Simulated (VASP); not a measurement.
All values below come from LDA (Ceperley-Alder, Perdew-Zunger), VASP's LDA PAW potentials (set 64) (plane waves; VASP 6.6.1).

Input for VASP

INCAR:
```
SYSTEM = WSi2
PREC = Accurate
ENCUT = 500
EDIFF = 1E-6
NELM = 100
ALGO = Normal
LREAL = .FALSE.
LASPH = .TRUE.
ISMEAR = 1
SIGMA = 0.1
LMAXMIX = 6
LWAVE = .FALSE.
LCHARG = .FALSE.
IBRION = 2
ISIF = 3
NSW = 40
EDIFFG = -0.02
PSTRESS = 50
```

File KPOINTS:
```
Automatic mesh
0
G
 13 13 13
```

### POSCAR
```
WSi2
1.0
 -1.5937739063   1.5937739063   3.8913068932
  1.5937739063  -1.5937739063   3.8913068932
  1.5937739063   1.5937739063  -3.8913068932
Si W
2 1
Direct
  0.6653411640   0.6653411640   0.0000000000
  0.3346588360   0.3346588360   0.0000000000
  0.0000000000   0.0000000000   0.0000000000
```

POTCAR, in this order: Si W_sv (LDA.64 set). Program: vasp_std.

What will the output report for the number of irreducible k-points (NKPTS), largest plane-wave count, number of space-group operations, FFT grid (NGX, NGY, NGZ)?

| Item | Result |
|---|---|
| number of irreducible k-points (NKPTS) | 196 |
| largest plane-wave count | 1020 |
| number of space-group operations | 16 |
| FFT grid (NGX, NGY, NGZ) | 36 × 36 × 36 |

The compound is WSi2 in the MoSi2 type structure. This run relaxes it under an external pressure of 5 GPa. Symmetry was kept, so distortions that lower it aren't found.
